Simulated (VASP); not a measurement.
Input:

```
CELL_PARAMETERS angstrom
      0.00000     1.89223     1.89223
      1.89223     0.00000     1.89223
      1.89223     1.89223     0.00000
ATOMIC_POSITIONS crystal
  Rh 0.00000 0.00000 0.00000
```

Method: SCAN meta-GGA, VASP's PBE PAW potentials (set 64) (plane waves; VASP). Run with 520 eV cut-off, 18×18×18 Γ-centred mesh, tetrahedra with Blöchl corrections, potentials Rh_pv.

Problem. Give the energies of bands 4 to 9 at the high-symmetry points, in eV from the Fermi level.

Solution. 
| band | Γ | X | U | L | W |
|---|---|---|---|---|---|
| 4 | -8.48 | -6.72 | -5.88 | -6.55 | -5.34 |
| 5 | -3.27 | -6.36 | -5.08 | -3.38 | -4.07 |
| 6 | -3.27 | 0.55 | -2.21 | -3.38 | -4.07 |
| 7 | -3.27 | 1.10 | -0.77 | 0.63 | -1.32 |
| 8 | -1.09 | 1.10 | 0.44 | 0.63 | 1.10 |
| 9 | -1.09 | 3.30 | 8.25 | 0.74 | 10.09 |

It has no gap at this level: it comes out as a metal or semimetal.

The compound is Rh in the fcc structure. It was relaxed first.
